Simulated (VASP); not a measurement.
```xyz
3
Lattice="1.8666 -3.2330 0.0000 1.8666 3.2330 0.0000 0.0000 0.0000 5.9364" Properties=species:S:1:pos:R:3 pbc="T T T"
Zr     0.0000     0.0000     0.0000
S      1.8666     1.0777     1.4841
S      1.8666    -1.0777     4.4523
```

Computed with revPBE GGA, VASP's PBE PAW potentials (set 64) (plane waves; VASP). Numerical set-up: 400 eV cut-off, 6×6×4 Γ-centred mesh, Gaussian smearing of 0.050 eV, potentials Zr_sv S.

Problem. What does the run give for the energy per atom (σ→0), pressure, largest force, band gap (on the k-mesh) with the smallest direct gap where there is one?

Solution. 
```json
{
  "band gap (on the k-mesh)": "0.88 eV",
  "smallest direct gap (on the k-mesh)": "1.49 eV",
  "energy per atom (σ→0)": "-6.824 eV/atom",
  "pressure": "-2.16 GPa",
  "largest_force": "0.633 eV/Å"
}
```

Total energies compare only between runs with the same potentials, cut-off and functional.

The compound is ZrS2 in the 1T layered structure. The cell was not relaxed at this level. The run is one of a series of settings (GGA = RE against the base run), some of them coarse on purpose.
